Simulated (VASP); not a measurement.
# BP (F-43m) in VASP: G0W0 quasiparticle levels with PBE

Aim: the G0W0 quasiparticle levels of BP with PBE.

All numbers are computed with VASP 6.6.1; they aren't measurements. Logs are shortened: lines on timing, memory, paths and dates and some standing lists are left out, and cuts for length are marked.

## Step 1: Starting point

The structure is cubic, space group F-43m (No. 216). The conventional cell has a = 4.538 Å, b = 4.538 Å, c = 4.538 Å, α = 90.00°, β = 90.00°, γ = 90.00°. P (site symmetry -43m) has 4 B at 1.97 Å as nearest neighbours. B (site symmetry -43m) has 4 P at 1.97 Å as nearest neighbours.

## Step 2: G0W0 quasiparticle levels, PBE

Input file POSCAR:

```
BP
1.0
    0.0000000000      2.2690000000      2.2690000000
    2.2690000000      0.0000000000      2.2690000000
    2.2690000000      2.2690000000      0.0000000000
P B
1 1
Direct
    0.7500000000      0.7500000000      0.7500000000
    0.0000000000      0.0000000000      0.0000000000
```

Input file INCAR.step1:

```
ALGO = Normal
EDIFF = 1E-8
ENCUT = 450
GGA = PE
ISMEAR = 0
LASPH = True
LCHARG = False
LREAL = False
LWAVE = True
NELM = 60
PREC = Accurate
SIGMA = 0.01
```

Input file INCAR.step2:

```
ALGO = Exact
EDIFF = 1E-8
ENCUT = 450
GGA = PE
ISMEAR = 0
ISTART = 1
LASPH = True
LCHARG = False
LOPTICS = True
LREAL = False
LWAVE = True
NBANDS = 201
NELM = 1
PREC = Accurate
SIGMA = 0.01
```

Input file INCAR.step3:

```
ALGO = EVGW0
EDIFF = 1E-8
ENCUT = 450
ENCUTGW = 240
GGA = PE
ISMEAR = 0
ISTART = 1
LASPH = True
LCHARG = False
LREAL = False
LWAVE = False
NBANDS = 201
NBANDSGW = 12
NELMGW = 1
NOMEGA = 50
PREC = Accurate
PRECFOCK = Fast
SIGMA = 0.01
```

Input file KPOINTS:

```
k-points
0
Gamma
  6 6 6
```

Potentials or basis: VASP PAW PBE potentials, release 64 (P_GW, B_GW).

Started as:

```
> cat potpaw_PBE.64/P_GW/POTCAR potpaw_PBE.64/B_GW/POTCAR > POTCAR
> cp INCAR.step1 INCAR
> mpirun -np 1 vasp_std > vasp.out
> cp INCAR.step2 INCAR
> mpirun -np 1 vasp_std > vasp.out
> cp INCAR.step3 INCAR
> mpirun -np 1 vasp_std > vasp.out
```

OUTCAR:

```text
EDIFF = 1E-8
   ENCUT = 450
   ENCUTGW = 240
   GGA = PE
   ISMEAR = 0
   ISTART = 1
   LASPH = True
   LREAL = False
   NELMGW = 1
   PREC = Accurate
   PRECFOCK = Fast

 ion  position               nearest neighbor table
   1  0.750  0.750  0.750-   2 1.97   2 1.97   2 1.97   2 1.97
   2  0.000  0.000  0.000-   1 1.97   1 1.97   1 1.97   1 1.97

  LATTYP: Found a face centered cubic cell.
 ALAT       =     4.5380000000

  Lattice vectors:

 A1 = (   0.0000000000,   2.2690000000,   2.2690000000)
 A2 = (   2.2690000000,   0.0000000000,   2.2690000000)
 A3 = (   2.2690000000,   2.2690000000,   0.0000000000)

Analysis of symmetry for initial positions (statically):
=====================================================================
 Subroutine PRICEL returns:
 Original cell was already a primitive cell.

 Routine SETGRP: Setting up the symmetry group for a
 face centered cubic supercell.

 Subroutine GETGRP returns: Found 24 space group operations
 (whereof 24 operations were pure point group operations)
 out of a pool of 48 trial point group operations.

The static configuration has the point symmetry T_d .

Analysis of symmetry for dynamics (positions and initial velocities):
=====================================================================
 Subroutine PRICEL returns:
 Original cell was already a primitive cell.

 Routine SETGRP: Setting up the symmetry group for a
 face centered cubic supercell.

 Subroutine GETGRP returns: Found 24 space group operations
 (whereof 24 operations were pure point group operations)
 out of a pool of 48 trial point group operations.

The dynamic configuration has the point symmetry T_d .

 Subroutine INISYM returns: Found 24 space group operations
 (whereof 24 operations are pure point group operations),
 and found     1 'primitive' translations

----------------------------------------------------------------------------------------

                                     Primitive cell

  volume of cell :      23.3633

  direct lattice vectors                    reciprocal lattice vectors
     0.000000000  2.269000000  2.269000000    -0.220361393  0.220361393  0.220361393
     2.269000000  0.000000000  2.269000000     0.220361393 -0.220361393  0.220361393
     2.269000000  2.269000000  0.000000000     0.220361393  0.220361393 -0.220361393

  length of vectors
     3.208850573  3.208850573  3.208850573     0.381677128  0.381677128  0.381677128

  position of ions in fractional coordinates (direct lattice)
     0.750000000  0.750000000  0.750000000
     0.000000000  0.000000000  0.000000000

  ion indices of the primitive-cell ions
   primitive index   ion index
                 1           1
                 2           2

----------------------------------------------------------------------------------------

 KPOINTS: k-points

Automatic generation of k-mesh.
 Grid dimensions read from file:
 generate k-points for:    6    6    6

 Generating k-lattice:

  Cartesian coordinates                     Fractional coordinates (reciprocal lattice)
    -0.036726899  0.036726899  0.036726899     0.166666667  0.000000000  0.000000000
     0.036726899 -0.036726899  0.036726899     0.000000000  0.166666667  0.000000000
     0.036726899  0.036726899 -0.036726899     0.000000000  0.000000000  0.166666667

  Length of vectors
     0.063612855  0.063612855  0.063612855

  Shift w.r.t. Gamma in fractional coordinates (k-lattice)
     0.000000000  0.000000000  0.000000000

 Subroutine IBZKPT returns following result:
 ===========================================

 Found     16 irreducible k-points:

 Following reciprocal coordinates:
            Coordinates               Weight
  0.000000  0.000000  0.000000      1.000000
  0.166667  0.000000  0.000000      8.000000
  0.333333  0.000000  0.000000      8.000000
  0.500000  0.000000  0.000000      4.000000
  0.166667  0.166667  0.000000      6.000000
  0.333333  0.166667  0.000000     24.000000
[... 8 lines left out ...]
 -0.333333  0.333333  0.166667     24.000000
 -0.333333  0.500000  0.166667     12.000000
   k-points           NKPTS =     16   k-points in BZ     NKDIM =    216   number of bands    NBANDS=    201
   number of dos      NEDOS =    301   number of ions     NIONS =      2
   total plane-waves  NPLWV =  13824
   dimension x,y,z NGX =    24 NGY =   24 NGZ =   24
   dimension x,y,z NGXF=    48 NGYF=   48 NGZF=   48
   ions per type =               1   1
   NGX,Y,Z   is equivalent  to a cutoff of  12.43, 12.43, 12.43 a.u.
   NGXF,Y,Z  is equivalent  to a cutoff of  24.87, 24.87, 24.87 a.u.
 SYSTEM =  unknown system
   PREC   = accura    normal or accurate (medium, high low for compatibility)
   ISTART =      1    job   : 0-new  1-cont  2-samecut
   ICHARG =      0    charge: 1-file 2-atom 10-const
   ISPIN  =      1    spin polarized calculation?
   LNONCOLLINEAR =      F non collinear calculations
   LSORBIT =      F    spin-orbit coupling
   LASPH  =      T    aspherical Exc in radial PAW
   ENCUT  =  450.0 eV  33.07 Ry    5.75 a.u.   5.55  5.55  5.55*2*pi/ulx,y,z
   NELM   =     60;   NELMIN=  2; NELMDL=  0     # of ELM steps
   EDIFF  = 0.1E-07   stopping-criterion for ELM
   LREAL  =      F    real-space projection
   EDIFFG = 0.1E-06   stopping-criterion for IOM
   NSW    =      0    number of steps for IOM
   IBRION =     -1    ionic relax: 0-MD 1-quasi-New 2-CG
   NFREE  =      0    steps in history (QN), initial steepest desc. (CG)
   ISIF   =      0    stress and relaxation
   ISYM   =      3    0-nonsym 1-usesym 2-fastsym
   POTIM  = 0.5000    time-step for ionic-motion
   TEBEG  =    0.0;   TEEND  =   0.0 temperature during run
   PSTRESS=    0.0 pullay stress
   NELECT =       8.0000    total number of electrons
   NUPDOWN=      -1.0000    fix difference up-down
   EMIN   =  10.00;   EMAX   =-10.00  energy-range for DOS
   EFERMI =   0.00;   METHOD = LEGACY
   ISMEAR =     0;   SIGMA  =   0.01  broadening in eV -4-tet -1-fermi 0-gaus
   EFERMI_NEDOS =   21; number of points for ismear=-14 and -15
   IALGO  =     38    algorithm
   IMIX   =      4    mixing-type and parameters
     AMIX     =   0.40;   BMIX     =  1.00
     AMIX_MAG =   1.60;   BMIX_MAG =  1.00
  volume/ion in A,a.u.               =      11.68        78.83
  Fermi-wavevector in a.u.,A,eV,Ry     =   1.145320  2.164342 17.847562  1.311759
  Thomas-Fermi vector in A             =   2.282009
   LORBIT       =      0    0 simple, 1 ext, 2 COOP (PROOUT), +10 PAW based schemes
   GGA     = PE    functional components
   LHFCALC =     T    Hartree Fock is set to
   PRECFOCK=fast      Normal, Fast or Accurate (Low or Medium for compatibility)
   ENCUT4O =  -1.0   cutoff for four orbital integrals eV
   NKREDX  =     1    reduce k-point grid by
   NKREDY  =     1    reduce k-point grid by
   NKREDZ  =     1    reduce k-point grid by
   AEXX    =    1.0000 exact exchange contribution
   HFSCREEN=    0.0000 screening length (either q_TF or 0.3 A-1)
   HFSCREENC=   0.0000 screening length for correlation (either q_TF or 0.3 A-1)
   ENCUTFOCK=  -1.0 apply spherical cutoff to Coloumb kernel
   IVDW    =     0    specifies the selected vdW correction
   LEPSILON=     F    determine dielectric tensor
   LRPA    =     F    only Hartree local field effects (RPA)
   LRPAFORCE           =     F    calculate RPA forces
   ENCUTGW             = 240.0    cutoff for response function in eV
   ENCUTGWSOFT         = 192.0    soft cutoff for Coulomb kernel in GW response function in eV
   ENCUTLF             =  -1.0    cutoff for local field effects
   NELMGW              =     1    number of iterations in solving QP/BSE equation
   NELMHF              =     1    number of iterations in the inner HF iteration
   NKREDLFX            =     1    NKREDLFY  =   1   NKREDLFZ  =   1
 non-spin polarized calculation
 Gauss-broadening in eV      SIGMA  =   0.01
  energy-cutoff  :      450.00
  volume of cell :       23.36
 maximum number of plane-waves:       531
 NGX is ok and might be reduce to    24
  NGX = 14; NGY = 14; NGZ = 14
   NGX = 11   NGY = 11   NGZ = 11
 maximum number of plane-waves:       210

 QP shifts <psi_nk| G(iteration)W_0 |psi_nk>: iteration 1
 for sc-GW calculations column KS-energies equals QP-energies in previous step
 and V_xc(KS)=  KS-energies - (<T + V_ion + V_H > + <T+V_H+V_ion>^1  + <V_x>^1)

 k-point   1 :       0.0000    0.0000    0.0000
  band No.  KS-energies  QP-energies   sigma(KS)   V_xc(KS)     V^pw_x(r,r')   Z            occupation Imag(sigma)

      1      -8.3253      -9.2220     -13.3461     -12.0592     -20.4820       0.6968       2.0000       1.3242
      2       7.1369       6.4539     -14.1728     -13.3044     -14.9313       0.7866       2.0000       0.0015
      3       7.1369       6.4539     -14.1728     -13.3044     -14.9313       0.7866       2.0000       0.0015
      4       7.1369       6.4539     -14.1728     -13.3044     -14.9313       0.7866       2.0000       0.0015
      5      10.5401      10.8062     -11.7376     -12.0774      -7.1355       0.7832       0.0000      -0.1145
      6      10.5401      10.8062     -11.7376     -12.0774      -7.1355       0.7832       0.0000      -0.1145
      7      10.5401      10.8062     -11.7376     -12.0774      -7.1355       0.7832       0.0000      -0.1145
      8      14.5122      14.7379     -12.4609     -12.7616      -6.2255       0.7506       0.0000      -0.2051
      9      18.6606      18.5128      -9.6481      -9.4590      -3.3684       0.7819       0.0000      -0.3745
     10      19.1579      19.5307     -11.2765     -11.7578      -4.9743       0.7745       0.0000      -0.3272
     11      19.1579      19.5307     -11.2765     -11.7578      -4.9743       0.7745       0.0000      -0.3272
     12      22.8222      22.8831      -9.8671      -9.9460      -2.8196       0.7722       0.0000      -0.7935

 k-point   2 :       0.1667    0.0000    0.0000
  band No.  KS-energies  QP-energies   sigma(KS)   V_xc(KS)     V^pw_x(r,r')   Z            occupation Imag(sigma)

      1      -7.8275      -8.7274     -13.3796     -12.1007     -20.3318       0.7037       2.0000       1.2508
      2       4.3013       3.5154     -13.7132     -12.6892     -15.4297       0.7674       2.0000       0.0209
      3       6.4728       5.7776     -14.0068     -13.1183     -14.9503       0.7826       2.0000       0.0021
      4       6.4728       5.7776     -14.0068     -13.1183     -14.9503       0.7826       2.0000       0.0021
      5      11.1552      11.3693     -11.8966     -12.1710      -7.0745       0.7804       0.0000      -0.1222
      6      11.4427      11.7300     -11.8628     -12.2327      -6.9710       0.7766       0.0000      -0.1231
      7      11.4427      11.7300     -11.8628     -12.2327      -6.9710       0.7766       0.0000      -0.1231
      8      15.8042      16.0394     -12.2973     -12.6139      -5.7602       0.7429       0.0000      -0.2544
      9      18.0098      18.2783     -10.8120     -11.1575      -4.7067       0.7772       0.0000      -0.3034
     10      18.0098      18.2783     -10.8120     -11.1575      -4.7067       0.7772       0.0000      -0.3034
     11      19.8984      19.8392      -9.9010      -9.8246      -3.3506       0.7756       0.0000      -0.4481
     12      22.3234      22.2835      -9.9490      -9.8976      -3.0032       0.7750       0.0000      -0.6457
[... 196 lines left out ...]
      1      -3.8846      -4.7225     -13.8906     -12.7282     -19.3274       0.7208       2.0000       0.6467
      2      -0.9802      -1.8767     -13.4929     -12.2487     -17.7082       0.7205       2.0000       0.2732
      3       1.6369       0.7822     -13.2668     -12.1193     -16.0605       0.7448       2.0000       0.0780
      4       3.1634       2.3505     -13.2931     -12.2254     -15.3840       0.7613       2.0000       0.0301
      5      11.6443      11.8434     -11.0777     -11.3321      -6.0816       0.7829       0.0000      -0.1306
      6      12.8377      13.0494     -11.4762     -11.7502      -6.0623       0.7727       0.0000      -0.1532
      7      15.7365      16.0639     -11.6519     -12.0862      -5.2582       0.7537       0.0000      -0.2530
      8      16.2841      16.5400     -11.5885     -11.9294      -5.0627       0.7508       0.0000      -0.2828
      9      17.5861      17.8771     -11.8022     -12.1866      -5.2129       0.7572       0.0000      -0.3293
     10      21.8623      22.2030     -11.7497     -12.2036      -4.2025       0.7507       0.0000      -0.6447
     11      24.6501      24.9339     -12.0560     -12.4362      -4.0864       0.7465       0.0000      -0.8806
     12      25.7329      25.7497     -10.2110     -10.2331      -2.8454       0.7580       0.0000      -0.8098

 k-point  16 :      -0.3333    0.5000    0.1667
  band No.  KS-energies  QP-energies   sigma(KS)   V_xc(KS)     V^pw_x(r,r')   Z            occupation Imag(sigma)

      1      -3.2711      -4.0819     -13.9360     -12.8131     -19.0761       0.7220       2.0000       0.5535
      2      -1.0873      -2.0176     -13.8625     -12.5647     -18.2979       0.7169       2.0000       0.3079
      3       1.8378       0.9942     -13.0542     -11.9284     -15.6461       0.7493       2.0000       0.0589
      4       1.9609       1.1302     -13.0482     -11.9409     -15.6065       0.7502       2.0000       0.0576
      5      10.9663      11.1176     -11.1243     -11.3173      -6.2206       0.7835       0.0000      -0.1292
      6      11.5826      11.7520     -11.0626     -11.2779      -6.0830       0.7864       0.0000      -0.1323
      7      16.2415      16.5429     -11.8309     -12.2344      -5.1908       0.7472       0.0000      -0.2899
      8      16.9047      17.2257     -11.7584     -12.1848      -5.1332       0.7527       0.0000      -0.3084
      9      20.0029      20.3557     -11.9784     -12.4521      -4.5439       0.7446       0.0000      -0.5233
     10      23.2034      23.5683     -11.6848     -12.1712      -3.9237       0.7505       0.0000      -0.7370
     11      23.5842      23.8995     -12.3458     -12.7660      -4.5509       0.7505       0.0000      -0.7836
     12      27.5780      27.7348     -11.6713     -11.8818      -3.7507       0.7448       0.0000      -1.0711
```

Wall time 4.1 min (1 thread of Intel Xeon 6975P-C (Granite Rapids), shared host); peak memory 0.7 GiB.

Results:

| Quantity | Value |
| --- | --- |
| Band gap on the k mesh, mean-field level | 1.33 eV, indirect (least direct gap 3.40 eV) |
| Quasiparticle gap | 2.06 eV |
| Least direct quasiparticle gap | 4.35 eV |

Levels at points of the mesh, in eV from the valence-band top:
```tsv
k point	band 2	band 3	band 4	band 5	band 6	band 7
(0.00, 0.00, 0.00)	0.00	0.00	0.00	3.40	3.40	3.40
(0.50, 0.00, 0.00)	-9.03	-1.76	-1.76	3.78	4.71	4.71
(0.50, 0.50, 0.00)	-8.58	-4.11	-4.11	1.33	1.66	12.09
```

Caveat: bands, screening cutoff and mesh are small and nothing is extrapolated, so the quasiparticle values aren't converged. A k mesh can miss the band edges.
